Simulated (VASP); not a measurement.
# MnSbS2Br: magnetic orders, part 2 of 4

Aim: compare collinear orders of MnSbS2Br. The start is a cell from a database of measured crystal structures.

VASP 6.6.1, plane waves and PAW; the level of theory is named at each step.

Still holding for the runs below: The magnetic state follows from one typed start and may not be the lowest.

So far: Set-up; Magnetic order, start order fm, signs ++.

## Step 2: Magnetic order, start order fm, signs ++ (continued)

Level of this step: LDA, DFT+U (Mn d 5 eV), spin-polarised, from parallel moments; plane waves and PAW (Sb, Br, Mn, S) (VASP).

Valence density in the ac plane of the conventional cell at fractional y = 0.000, with atoms of Sb and Br and Mn and S within 0.2 Å of it. It is the smooth field of the valence electrons, not physical close to the nuclei.

Ten steps, logarithmic in the rise over the least value, from '0' (-0.2 e/Å³) to '9' (5.5 e/Å³), each cell a mean:
```
985433333456656654344566654433334479
764443333456656654334455554443334456
555444333456666543333445555544333344
566654443445555433333444433554333334
566665443334444333333444402454333334
665566443333333333333445444554333334
566665443334444333333344555544333334
566654433344555443333334444443333334
455544333446666644333333333333333334
554443333456646654333344433333333445
875433333456636654334455443333334457
985433333456666654445666654333334479
985433333345565544446666664333334479
754433333334444433446633664433334456
444333333333333333445666664333344444
443333333444333333345666654333445555
443333344444443333334455443334456666
543333345555544333333344333334566566
543333445423444333333333333344566566
443333445402444333333444444344556666
443333445444544333334556554434445555
544333344555554433345666664433344455
875433334455665443445654665433334467
985443333456666544445666665433334479
```
Columns run along a (12.7 Å), rows up along c (9.6 Å), edges of the conventional cell, whose origin can differ from the input's. Atoms in or near the plane, at fractional coordinates: Sb at (0.71, 0.81), Sb at (0.29, 0.19), Br at (0.63, 0.43), Br at (0.37, 0.57), Mn at (0.00, 0.00), Mn at (0.00, 0.50), S at (0.64, 0.05), S at (0.36, 0.95), S at (0.08, 0.76), S at (0.92, 0.24).

The largest moment at the end is 4.59 μB, and the moments of the cell sum to 10.00 μB.

## Step 3: Magnetic order, start order AFM 1, signs +-

This step: LDA, DFT+U (Mn d 5 eV), spin-polarised, from moments of both signs; plane waves and PAW (Sb, Br, Mn, S) (VASP 6.6.1).

Contents of INCAR:

```
SYSTEM = MnSbS2Br
PREC = Normal
ENCUT = 350
EDIFF = 1E-06
NELM = 150
ISMEAR = 0
SIGMA = 0.05
LREAL = .FALSE.
ALGO = Normal
GGA = CA
NBANDS = 41
ISPIN = 2
MAGMOM = 0 0 0 0 4 -4 0 0 0 0
LDAU = .TRUE.
LDAUTYPE = 2
LDAUL = -1 -1 2 -1
LDAUU = 0 0 5 0
LDAUJ = 0 0 0 0
LDAUPRINT = 1
LASPH = .TRUE.
LMAXMIX = 4
LORBIT = 11
LWAVE = .FALSE.
LCHARG = .TRUE.
KPAR = 2
AMIX = 0.2
BMIX = 1E-04
AMIX_MAG = 0.8
BMIX_MAG = 1E-04
```

Contents of POSCAR:

```
MnSbS2Br
1.0
    6.3345000000     -1.9254500000      0.0000000000
    6.3345000000      1.9254500000      0.0000000000
   -0.1672813157      0.0000000000      9.5835401581
Sb Br Mn S
2 2 2 4
Direct
    0.7090000000      0.7090000000      0.8094000000
    0.2910000000      0.2910000000      0.1906000000
    0.6340000000      0.6340000000      0.4299000000
    0.3660000000      0.3660000000      0.5701000000
    0.0000000000      0.0000000000      0.0000000000
    0.0000000000      0.0000000000      0.5000000000
    0.6400000000      0.6400000000      0.0488380000
    0.3600000000      0.3600000000      0.9511620000
    0.0760000000      0.0760000000      0.7570000000
    0.9240000000      0.9240000000      0.2430000000
```

Contents of KPOINTS:

```
Automatic mesh
0
Gamma
5 5 2
0 0 0
```

Potentials, in the order of the species: Sb, Br, Mn and S (LDA family, release 64).

On the command line:

```
$ mpirun -np 2 vasp_std
```

Output:

```text
[... set-up lines as in an earlier step ...]
 entering main loop
       N       E                     dE             d eps       ncg     rms          rms(c)
DAV:   1     0.482444567504E+03    0.48244E+03   -0.18283E+04  2952   0.987E+02
DAV:   2     0.344950239385E+02   -0.44795E+03   -0.43007E+03  2968   0.294E+02
DAV:   3    -0.494192555303E+02   -0.83914E+02   -0.80107E+02  4647   0.132E+02
DAV:   4    -0.544414879196E+02   -0.50222E+01   -0.49573E+01  4464   0.381E+01
DAV:   5    -0.546118332241E+02   -0.17035E+00   -0.16977E+00  4576   0.756E+00    0.208E+01
DAV:   6    -0.534954039434E+02    0.11164E+01   -0.85026E+00  5008   0.412E+01    0.174E+01
DAV:   7    -0.533364366354E+02    0.15897E+00   -0.30897E+00  4696   0.236E+01    0.140E+01
DAV:   8    -0.532782091959E+02    0.58227E-01   -0.49075E-01  3960   0.319E+00    0.847E+00
DAV:   9    -0.532437175453E+02    0.34492E-01   -0.11984E-01  5112   0.370E+00    0.244E+00
DAV:  10    -0.532459173512E+02   -0.21998E-02   -0.25336E-02  4592   0.185E+00    0.541E-01
DAV:  11    -0.532448741497E+02    0.10432E-02   -0.37116E-03  4472   0.293E-01    0.294E-01
DAV:  12    -0.532443865344E+02    0.48762E-03   -0.18143E-03  4584   0.420E-01    0.132E-01
DAV:  13    -0.532443693215E+02    0.17213E-04   -0.32000E-04  3952   0.868E-02    0.765E-02
DAV:  14    -0.532443657387E+02    0.35827E-05   -0.47039E-05  4920   0.457E-02    0.505E-02
DAV:  15    -0.532443648875E+02    0.85126E-06   -0.21502E-05  4400   0.278E-02    0.229E-02
DAV:  16    -0.532443658187E+02   -0.93120E-06   -0.49915E-06  3584   0.145E-02
   1 F= -.53244366E+02 E0= -.53244366E+02  d E =-.954548E-11  mag=     0.0000
```

The job ended after 2.4 min (2 MPI ranks of Intel Xeon Platinum 8488C (Sapphire Rapids), shared host; peak memory 0.57 GiB; 4.7 min of CPU time).

From OUTCAR (step 3):

```text
The static configuration has the point symmetry C_2h.

 Found     18 irreducible k-points:

   NELECT =      62.0000    total number of electrons

atom =   5  type =  3  l = 2

 onsite density matrix

spin component  1

  0.9529  0.0076  0.0000  0.0000  0.0000
  0.0076  0.9367  0.0000  0.0000  0.0000
  0.0000  0.0000  0.9524 -0.0116  0.0022
  0.0000  0.0000 -0.0116  0.9416  0.0002
  0.0000  0.0000  0.0022  0.0002  0.9358

spin component  2

  0.0696  0.0153  0.0000  0.0000  0.0000
  0.0153  0.0194  0.0000  0.0000  0.0000
  0.0000  0.0000  0.0661 -0.0350  0.0066
  0.0000  0.0000 -0.0350  0.0382 -0.0064
  0.0000  0.0000  0.0066 -0.0064  0.0157

 occupancies and eigenvectors

  o =  0.0129  v =  0.0000  0.0000  0.0000  0.0000  0.0000  0.0000  0.0000  0.3434  0.6485  0.6794      0.0000  0.0000  0.0000  0.0000  0.0000  0.0000  0.0000  0.0000  0.0000  0.0000
  o =  0.0151  v =  0.0000  0.0000  0.0000  0.0000  0.0000  0.2699 -0.9629  0.0000  0.0000  0.0000      0.0000  0.0000  0.0000  0.0000  0.0000  0.0000  0.0000  0.0000  0.0000  0.0000
  o =  0.0162  v =  0.0000  0.0000  0.0000  0.0000  0.0000  0.0000  0.0000  0.4573  0.5163 -0.7241      0.0000  0.0000  0.0000  0.0000  0.0000  0.0000  0.0000  0.0000  0.0000  0.0000
  o =  0.0739  v =  0.0000  0.0000  0.0000  0.0000  0.0000 -0.9629 -0.2699  0.0000  0.0000  0.0000      0.0000  0.0000  0.0000  0.0000  0.0000  0.0000  0.0000  0.0000  0.0000  0.0000
  o =  0.0909  v =  0.0000  0.0000  0.0000  0.0000  0.0000  0.0000  0.0000 -0.8203  0.5593 -0.1192      0.0000  0.0000  0.0000  0.0000  0.0000  0.0000  0.0000  0.0000  0.0000  0.0000
  o =  0.9334  v =  0.0000  0.0000  0.4936  0.7140 -0.4965  0.0000  0.0000  0.0000  0.0000  0.0000      0.0000  0.0000  0.0000  0.0000  0.0000  0.0000  0.0000  0.0000  0.0000  0.0000
  o =  0.9337  v =  0.3688 -0.9295  0.0000  0.0000  0.0000  0.0000  0.0000  0.0000  0.0000  0.0000      0.0000  0.0000  0.0000  0.0000  0.0000  0.0000  0.0000  0.0000  0.0000  0.0000
  o =  0.9365  v =  0.0000  0.0000  0.2140  0.4536  0.8651  0.0000  0.0000  0.0000  0.0000  0.0000      0.0000  0.0000  0.0000  0.0000  0.0000  0.0000  0.0000  0.0000  0.0000  0.0000
  o =  0.9559  v = -0.9295 -0.3688  0.0000  0.0000  0.0000  0.0000  0.0000  0.0000  0.0000  0.0000      0.0000  0.0000  0.0000  0.0000  0.0000  0.0000  0.0000  0.0000  0.0000  0.0000
  o =  0.9599  v =  0.0000  0.0000 -0.8429  0.5333 -0.0711  0.0000  0.0000  0.0000  0.0000  0.0000      0.0000  0.0000  0.0000  0.0000  0.0000  0.0000  0.0000  0.0000  0.0000  0.0000

atom =   6  type =  3  l = 2

 onsite density matrix

spin component  1

  0.0678 -0.0215  0.0000  0.0000  0.0000
 -0.0215  0.0240  0.0000  0.0000  0.0000
  0.0000  0.0000  0.0507  0.0278  0.0068
  0.0000  0.0000  0.0278  0.0354  0.0062
  0.0000  0.0000  0.0068  0.0062  0.0143

spin component  2

  0.9608 -0.0105  0.0000  0.0000  0.0000
 -0.0105  0.9407  0.0000  0.0000  0.0000
  0.0000  0.0000  0.9503  0.0109  0.0026
  0.0000  0.0000  0.0109  0.9461  0.0017
  0.0000  0.0000  0.0026  0.0017  0.9386

 occupancies and eigenvectors

  o =  0.0125  v =  0.0000  0.0000  0.1421 -0.4148  0.8987  0.0000  0.0000  0.0000  0.0000  0.0000      0.0000  0.0000  0.0000  0.0000  0.0000  0.0000  0.0000  0.0000  0.0000  0.0000
  o =  0.0146  v =  0.0000  0.0000 -0.6031  0.6837  0.4109  0.0000  0.0000  0.0000  0.0000  0.0000      0.0000  0.0000  0.0000  0.0000  0.0000  0.0000  0.0000  0.0000  0.0000  0.0000
  o =  0.0152  v = -0.3788 -0.9255  0.0000  0.0000  0.0000  0.0000  0.0000  0.0000  0.0000  0.0000      0.0000  0.0000  0.0000  0.0000  0.0000  0.0000  0.0000  0.0000  0.0000  0.0000
  o =  0.0733  v =  0.0000  0.0000 -0.7849 -0.6004 -0.1530  0.0000  0.0000  0.0000  0.0000  0.0000      0.0000  0.0000  0.0000  0.0000  0.0000  0.0000  0.0000  0.0000  0.0000  0.0000
  o =  0.0767  v = -0.9255  0.3788  0.0000  0.0000  0.0000  0.0000  0.0000  0.0000  0.0000  0.0000      0.0000  0.0000  0.0000  0.0000  0.0000  0.0000  0.0000  0.0000  0.0000  0.0000
  o =  0.9362  v =  0.0000  0.0000  0.0000  0.0000  0.0000 -0.3921 -0.9199  0.0000  0.0000  0.0000      0.0000  0.0000  0.0000  0.0000  0.0000  0.0000  0.0000  0.0000  0.0000  0.0000
  o =  0.9370  v =  0.0000  0.0000  0.0000  0.0000  0.0000  0.0000  0.0000 -0.6411  0.7158  0.2768      0.0000  0.0000  0.0000  0.0000  0.0000  0.0000  0.0000  0.0000  0.0000  0.0000
  o =  0.9383  v =  0.0000  0.0000  0.0000  0.0000  0.0000  0.0000  0.0000  0.0718 -0.3032  0.9502      0.0000  0.0000  0.0000  0.0000  0.0000  0.0000  0.0000  0.0000  0.0000  0.0000
  o =  0.9597  v =  0.0000  0.0000  0.0000  0.0000  0.0000  0.0000  0.0000 -0.7641 -0.6290 -0.1429      0.0000  0.0000  0.0000  0.0000  0.0000  0.0000  0.0000  0.0000  0.0000  0.0000
  o =  0.9653  v =  0.0000  0.0000  0.0000  0.0000  0.0000 -0.9199  0.3921  0.0000  0.0000  0.0000      0.0000  0.0000  0.0000  0.0000  0.0000  0.0000  0.0000  0.0000  0.0000  0.0000

 E-fermi :   4.1034

 spin component 1
 k-point     1 :       0.0000    0.0000    0.0000
  band No.  band energies     occupation
    ...
     27       2.7014      1.00000
     28       2.9542      1.00000
     29       2.9550      1.00000
     30       2.9914      1.00000
     31       3.4228      1.00000
     32       5.5004      0.00000
     33       5.9415      0.00000
     34       6.6652      0.00000
     35       6.7806      0.00000
     36       7.0879      0.00000
    ...

 k-point     2 :       0.2000    0.0000   -0.0000
  band No.  band energies     occupation
    ...
     27       2.9228      1.00000
     28       2.9496      1.00000
     29       3.2210      1.00000
     30       3.5645      1.00000
     31       3.8848      1.00000
     32       6.1832      0.00000
     33       6.4359      0.00000
     34       6.6341      0.00000
     35       6.8537      0.00000
     36       7.0838      0.00000
    ...

 k-point     3 :       0.4000    0.0000   -0.0000
  band No.  band energies     occupation
    ...
     27       2.2000      1.00000
     28       2.4274      1.00000
     29       2.6396      1.00000
     30       3.0351      1.00000
     31       3.5415      1.00000
     32       6.3581      0.00000
     33       6.5414      0.00000
     34       6.7189      0.00000
     35       6.9024      0.00000
     36       7.1927      0.00000
    ...

 k-point     4 :       0.2000    0.2000   -0.0000
  band No.  band energies     occupation
    ...
     27       2.6676      1.00000
     28       2.9942      1.00000
     29       3.2641      1.00000
     30       3.3263      1.00000
     31       3.5953      1.00000
     32       5.3956      0.00000
     33       6.0273      0.00000
     34       6.6009      0.00000
     35       6.6919      0.00000
     36       7.0305      0.00000
    ...

  Total       -4.0283814     -4.2514929     -3.5858034      0.0000000      0.0000000     -0.6256536
  in kB      -27.6083607    -29.1374469    -24.5751689      0.0000000      0.0000000     -4.2878936
  external PRESSURE =     -27.1069921 kB  Pullay stress =       0.0000000 kB

 POSITION                                       TOTAL-FORCE (eV/Angst)
 -----------------------------------------------------------------------------------
      8.84692      0.00000      7.75692         0.158824      0.000000     -0.050929
      3.65480      0.00000      1.82662        -0.158824      0.000000      0.050929
      7.96023      0.00000      4.11996        -0.132326      0.000000      0.045461
      4.54149      0.00000      5.46358         0.132326      0.000000     -0.045461
      0.00000      0.00000      0.00000         0.000000      0.000000      0.000000
     -0.08364      0.00000      4.79177         0.000000      0.000000      0.000000
      8.09999      0.00000      0.46804        -0.123893      0.000000      0.151883
      4.40173      0.00000      9.11550         0.123893      0.000000     -0.151883
      0.83621      0.00000      7.25474        -0.075553      0.000000     -0.009663
     11.66551      0.00000      2.32880         0.075553      0.000000      0.009663
 -----------------------------------------------------------------------------------
    total drift:                                0.000000      0.000000     -0.000000

  FREE ENERGIE OF THE ION-ELECTRON SYSTEM (eV)
  ---------------------------------------------------
  free  energy   TOTEN  =       -53.2443658187 eV

  energy  without entropy=      -53.2443658187  energy(sigma->0) =      -53.24436582

 total charge
# of ion       s       p       d       tot
------------------------------------------
    1        1.304   0.924   0.072   2.300
    2        1.304   0.924   0.072   2.300
    3        1.612   3.236   0.014   4.862
    4        1.612   3.236   0.014   4.862
    5        0.237   0.226   4.910   5.373
    6        0.223   0.213   4.911   5.347
    7        1.349   2.346   0.000   3.695
    8        1.349   2.346   0.000   3.695
    9        1.348   2.350   0.000   3.698
   10        1.348   2.350   0.000   3.698
--------------------------------------------------
tot         11.687  18.150   9.993  39.830

 magnetization (x)
# of ion       s       p       d       tot
------------------------------------------
    1       -0.001   0.013   0.000   0.013
    2       -0.001   0.013   0.000   0.013
    3       -0.004  -0.027  -0.003  -0.034
    4       -0.004  -0.027  -0.003  -0.034
    5        0.029   0.025   4.499   4.552
    6       -0.027  -0.022  -4.533  -4.582
    7        0.006   0.009   0.000   0.015
    8        0.006   0.009   0.000   0.015
    9       -0.001   0.003   0.000   0.003
   10       -0.001   0.003   0.000   0.003
--------------------------------------------------
tot          0.004  -0.002  -0.039  -0.037

[... 8 parts as in an earlier step ...]

[... 9 further parts left out ...]
```

Numbers from this step:

- electronic cycles: 16
- free energy (TOTEN): -53.2444 eV
- Fermi energy: 4.103 eV
- gap on the k-mesh: 1.430 eV
- least direct gap on the k-mesh: 1.431 eV

Spin moment in the PAW sphere by atom:

| atom | spin moment in the PAW sphere (μB) |
| --- | --- |
| Sb1 | 0.01 |
| Sb2 | 0.01 |
| Br3 | -0.03 |
| Br4 | -0.03 |
| Mn5 | 4.55 |
| Mn6 | -4.58 |
| S7 | 0.01 |
| S8 | 0.01 |
| S9 | 0.00 |
| S10 | 0.00 |

Force by atom:

| atom | x (eV/Å) | y (eV/Å) | z (eV/Å) | size |
| --- | --- | --- | --- | --- |
| Sb1 | 0.159 | 0.000 | -0.051 | 0.167 |
| Sb2 | -0.159 | 0.000 | 0.051 | 0.167 |
| Br3 | -0.132 | 0.000 | 0.045 | 0.140 |
| Br4 | 0.132 | 0.000 | -0.045 | 0.140 |
| Mn5 | 0.000 | 0.000 | 0.000 | 0.000 |
| Mn6 | 0.000 | 0.000 | 0.000 | 0.000 |
| S7 | -0.124 | 0.000 | 0.152 | 0.196 |
| S8 | 0.124 | 0.000 | -0.152 | 0.196 |
| S9 | -0.076 | 0.000 | -0.010 | 0.076 |
| S10 | 0.076 | 0.000 | 0.010 | 0.076 |

Spin density in the ac plane of the conventional cell at fractional y = 0.000, with atoms of Sb and Br and Mn and S within 0.2 Å of it.

Ten even steps from '0' (-5.2 e/Å³) to '9' (5.2 e/Å³), each cell a mean:
```
865555555555555555555555555555555568
655555555555555555555555555555555555
555555555555555555555555555555555555
555555555555555555555555555555555555
555555555555555555555555555555555555
555555555555555555555555555555555555
555555555555555555555555555555555555
555555555555555555555555555555555555
455555555555555555555555555555555544
444555555555555555555555555555555444
234455555555555555555555555555554443
024455555555555555555555555555554430
134455555555555555555555555555554431
344455555555555555555555555555555444
444555555555555555555555555555555544
555555555555555555555555555555555555
555555555555555555555555555555555555
555555555555555555555555555555555555
555555555555555555555555555555555555
555555555555555555555555555555555555
555555555555555555555555555555555555
555555555555555555555555555555555555
765555555555555555555555555555555556
975555555555555555555555555555555569
```
Columns run along a (12.7 Å), rows up along c (9.6 Å), edges of the conventional cell, whose origin can differ from the input's. Atoms in or near the plane, at fractional coordinates: Sb at (0.71, 0.81), Sb at (0.29, 0.19), Br at (0.63, 0.43), Br at (0.37, 0.57), Mn at (0.00, 0.00), Mn at (0.00, 0.50), S at (0.64, 0.05), S at (0.36, 0.95), S at (0.08, 0.76), S at (0.92, 0.24).

Valence density in the ac plane of the conventional cell at fractional y = 0.000, with atoms of Sb and Br and Mn and S within 0.2 Å of it. It is the smooth field of the valence electrons, not physical close to the nuclei.

Ten steps, logarithmic in the rise over the least value, from '0' (-0.2 e/Å³) to '9' (5.5 e/Å³), each cell a mean:
```
985433333456656654344566654433334479
764443333456656654334455554443334456
555444333456666543333445555544333344
566654443445555433333444433554333334
566665443334444333333444402454333334
665566443333333333333445444554333334
566665443334444333333344555544333334
566654433344555443333334444443333334
455544333446666644333333333333333334
554443333456646654333344433333333445
875433333456636654334455443333334457
985433333456666654445666654333334479
985433333345565544446666664333334479
754433333334444433446633664433334456
444333333333333333445666664333344444
443333333444333333345666654333445555
443333344444443333334455443334456666
543333345555544333333344333334566566
543333445423444333333333333344566566
443333445402444333333444444344556666
443333445444544333334556554434445555
544333344555554433345666664433344455
875433334455665443445654665433334467
985443333456666544445666665433334479
```
Columns run along a (12.7 Å), rows up along c (9.6 Å), edges of the conventional cell, whose origin can differ from the input's. Atoms in or near the plane, at fractional coordinates: Sb at (0.71, 0.81), Sb at (0.29, 0.19), Br at (0.63, 0.43), Br at (0.37, 0.57), Mn at (0.00, 0.00), Mn at (0.00, 0.50), S at (0.64, 0.05), S at (0.36, 0.95), S at (0.08, 0.76), S at (0.92, 0.24).

The largest moment at the end is 4.58 μB, and the moments of the cell sum to 0.00 μB.

[end of part 2 of 4]

[Lines on the potential files, build, host, timing and source positions are cut from VASP's logs without a mark.]

[Logs are printed without paths, hosts, clocks, repeated set-up lines and the standing remarks that a program may print on its own settings, such as how far it seeks lower states.]

[Hosts, paths, dates, database ids (printed as entryN), source tags and the programs' standing remarks are cut or masked in the printed files.]

[In band tables of VASP the shares of atoms and orbitals are scaled to a sum of 1 inside the atoms' spheres.]

[Runs that stopped without an error message from VASP are left out.]
